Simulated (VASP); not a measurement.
OSZICAR of a VASP run on Ga₂O₃ (atoms displaced from the space group 167 structure):

File OSZICAR:
```
       N       E                     dE             d eps       ncg     rms          rms(c)
DAV:   1     0.277269154881E+04    0.27727E+04   -0.59300E+04  4849   0.269E+03
DAV:   2     0.588758035591E+03   -0.21839E+04   -0.20273E+04  4208   0.830E+02
DAV:   3    -0.805683065298E+02   -0.66933E+03   -0.63763E+03  5340   0.293E+02
DAV:   4    -0.147494214140E+03   -0.66926E+02   -0.65752E+02  5014   0.103E+02
DAV:   5    -0.151434919818E+03   -0.39407E+01   -0.39221E+01  5816   0.269E+01    0.233E+01
DAV:   6    -0.134622481118E+03    0.16812E+02   -0.59468E+01  7504   0.645E+01    0.661E+00
DAV:   7    -0.134794915389E+03   -0.17243E+00   -0.71231E+00  4960   0.113E+01    0.458E+00
DAV:   8    -0.134581879914E+03    0.21304E+00   -0.13443E+00  6760   0.158E+01    0.164E+00
DAV:   9    -0.134516015107E+03    0.65865E-01   -0.28450E-01  6392   0.737E+00    0.470E-01
DAV:  10    -0.134515717639E+03    0.29747E-03   -0.63508E-02  6696   0.260E+00    0.162E-01
DAV:  11    -0.134517783782E+03   -0.20661E-02   -0.25538E-02  4720   0.121E+00    0.851E-02
DAV:  12    -0.134517994030E+03   -0.21025E-03   -0.46436E-03  5088   0.112E+00    0.301E-02
DAV:  13    -0.134518125130E+03   -0.13110E-03   -0.16509E-03  4896   0.356E-01    0.207E-02
DAV:  14    -0.134518158950E+03   -0.33819E-04   -0.50058E-04  6216   0.178E-01    0.103E-02
DAV:  15    -0.134518166866E+03   -0.79168E-05   -0.11247E-04  5496   0.111E-01    0.110E-02
DAV:  16    -0.134518166726E+03    0.14036E-06   -0.26289E-05  5592   0.587E-02    0.551E-03
DAV:  17    -0.134518168312E+03   -0.15864E-05   -0.24748E-05  5008   0.234E-02    0.280E-03
DAV:  18    -0.134518168040E+03    0.27226E-06   -0.11542E-06  2808   0.300E-02
   1 F= -.13451817E+03 E0= -.13451817E+03  d E =-.242984E-14
```

**Question.** Which electronic solver shows in the log?

**Answer.** It is blocked Davidson (ALGO = Normal, or the opening steps of other solvers). The INCAR had ALGO = Normal.

**Question.** Can the final energy be trusted as converged?

**Answer.** Self-consistency was reached. It stopped with EDIFF = 1E-6, NELM = 100 (LDA (Ceperley-Alder, Perdew-Zunger), plane waves, VASP's LDA PAW potentials (set 64)).

The structure comes from a computed database's Ga2O3 entry; how it stands against other phases isn't given here. The cell was not relaxed at this level. The run is one of a series of settings (LREAL = Auto, KPOINTS 2×4×4 Γ-centred mesh against the base run), some of them coarse on purpose.
